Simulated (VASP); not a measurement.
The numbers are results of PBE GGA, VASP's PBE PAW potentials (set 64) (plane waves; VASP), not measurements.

A VASP calculation is set up with these files.

POSCAR:
```
PtAl2
1
    0.0000000000     2.9458750000     2.9097330000
    2.9896130000     0.0000000000     2.9097330000
    2.9896130000     2.9458750000     0.0000000000
Al Pt
2 1
Direct
  0.2500000000   0.2500000000   0.2500000000
  0.7500000000   0.7500000000   0.7500000000
 -0.0152690000   0.0152690000   0.0152690000
```

File KPOINTS:
```
K-points
0
G
8 8 8
0 0 0
```

### INCAR
```
SYSTEM = PtAl2
PREC = Accurate
ENCUT = 400
EDIFF = 1E-4
NELM = 100
ALGO = Normal
LREAL = .FALSE.
LASPH = .TRUE.
ISMEAR = 1
SIGMA = 0.1
GGA = PE
LMAXMIX = 6
LWAVE = .FALSE.
LCHARG = .FALSE.
ISIF = 2
```

POTCAR, in this order: Al Pt (PBE.64 set). Program: vasp_std.

The run wrote:

### OSZICAR
```
       N       E                     dE             d eps       ncg     rms          rms(c)
DAV:   1     0.402970530601E+02    0.40297E+02   -0.57959E+03  2384   0.907E+02
DAV:   2    -0.152433108843E+02   -0.55540E+02   -0.49973E+02  2696   0.168E+02
DAV:   3    -0.167475586549E+02   -0.15042E+01   -0.14845E+01  2872   0.270E+01
DAV:   4    -0.167605164164E+02   -0.12958E-01   -0.12954E-01  2688   0.301E+00
DAV:   5    -0.167607136978E+02   -0.19728E-03   -0.19727E-03  2872   0.387E-01    0.877E+00
DAV:   6    -0.162937711958E+02    0.46694E+00   -0.24854E+00  2576   0.155E+01    0.228E+00
DAV:   7    -0.162145300191E+02    0.79241E-01   -0.19394E-01  2492   0.447E+00    0.171E+00
DAV:   8    -0.161844371819E+02    0.30093E-01   -0.31635E-02  2592   0.177E+00    0.251E-01
DAV:   9    -0.161844049954E+02    0.32186E-04   -0.19873E-03  2680   0.431E-01    0.159E-01
DAV:  10    -0.161845341051E+02   -0.12911E-03   -0.36297E-04  2520   0.158E-01    0.237E-02
DAV:  11    -0.161845350532E+02   -0.94810E-06   -0.33658E-05  1376   0.585E-02
   1 F= -.16184535E+02 E0= -.16184582E+02  d E =0.139706E-03
```

File OUTCAR:
```
------------------------ aborting loop because EDIFF is reached ----------------------------------------
  FORCE on cell =-STRESS in cart. coord.  units (eV):
  Direction    XX          YY          ZZ          XY          YZ          ZX
  --------------------------------------------------------------------------------------
  Total        0.9716061      1.2180610      1.4324037      0.0000000      0.0000000      0.0000000
  in kB       30.3730481     38.0773923     44.7778878      0.0000000      0.0000000      0.0000000
  external PRESSURE =      37.7427761 kB  Pullay stress =       0.0000000 kB
  volume of cell :       51.25
      direct lattice vectors                 reciprocal lattice vectors
     0.000000000  2.945875000  2.909733000    -0.167245727  0.169728858  0.171837072
     2.989613000  0.000000000  2.909733000     0.167245727 -0.169728858  0.171837072
     2.989613000  2.945875000  0.000000000     0.167245727  0.169728858 -0.171837072
 POSITION                                       TOTAL-FORCE (eV/Angst)
 -----------------------------------------------------------------------------------
      1.49481      1.47294      1.45487         0.417535     -0.000000      0.000000
      4.48442      4.41881      4.36460         0.417535      0.000000     -0.000000
      0.09130      2.94588      2.90973        -0.835070      0.000000      0.000000
 -----------------------------------------------------------------------------------
    total drift:                                0.000194     -0.000000     -0.000000
  FREE ENERGIE OF THE ION-ELECTRON SYSTEM (eV)
  ---------------------------------------------------
  free  energy   TOTEN  =       -16.1845350532 eV

  energy  without entropy=      -16.1846747594  energy(sigma->0) =      -16.18458162
```
(Selected blocks of OUTCAR.)

File OUTCAR:
```
 val. band max:        7.9111083362   @ k =  -0.1250   0.2500   0.2500

 cond. band min:       7.9494279477   @ k =   0.3750   0.0000   0.2500


 Fermi energy:         7.9432976564

 k-point     1 :       0.0000    0.0000    0.0000
  band No.  band energies     occupation
      1      -2.2970      2.00000
      2       2.8793      2.00000
      3       2.8950      2.00000
      4       2.8958      2.00000
      5       4.2046      2.00000
      6       4.2891      2.00000
      7      10.9674      0.00000
      8      11.7197      0.00000
      9      11.7888      0.00000
     10      11.8745      0.00000
     11      13.2436      0.00000
     12      13.4300      0.00000

 k-point     2 :       0.1250    0.0000    0.0000
  band No.  band energies     occupation
      1      -2.0813      2.00000
      2       2.7640      2.00000
      3       2.9571      2.00000
      4       2.9651      2.00000
      5       4.1859      2.00000
      6       4.2625      2.00000
      7       9.6236     -0.00000
      8      11.1398      0.00000
      9      11.2860      0.00000
     10      11.3969      0.00000
     11      13.5965      0.00000
     12      13.8584      0.00000

 k-point     3 :       0.2500    0.0000    0.0000
  band No.  band energies     occupation
      1      -1.4603      2.00000
      2       2.4683      2.00000
      3       3.1039      2.00000
      4       3.1130      2.00000
      5       4.2060      2.00000
      6       4.2531      2.00000
      7       7.0894      2.00000
      8      10.2040      0.00000
      9      10.3242      0.00000
     10      11.7572      0.00000
     11      13.1692      0.00000
     12      13.5112      0.00000

 k-point     4 :       0.3750    0.0000    0.0000
  band No.  band energies     occupation
      1      -0.5604      2.00000
      2       2.1129      2.00000
      3       3.1807      2.00000
      4       3.2132      2.00000
      5       4.3624      2.00000
      6       4.3652      2.00000
...
```

Unless said otherwise, spin-orbit coupling is left out, though it shifts the bands of the heavy elements here.

The compound is PtAl2 in the fluorite structure. The cell was not relaxed at this level, atoms are displaced from their ideal sites. The run is one of a series of settings (EDIFF = 1E-4 against the base run), some of them coarse on purpose.
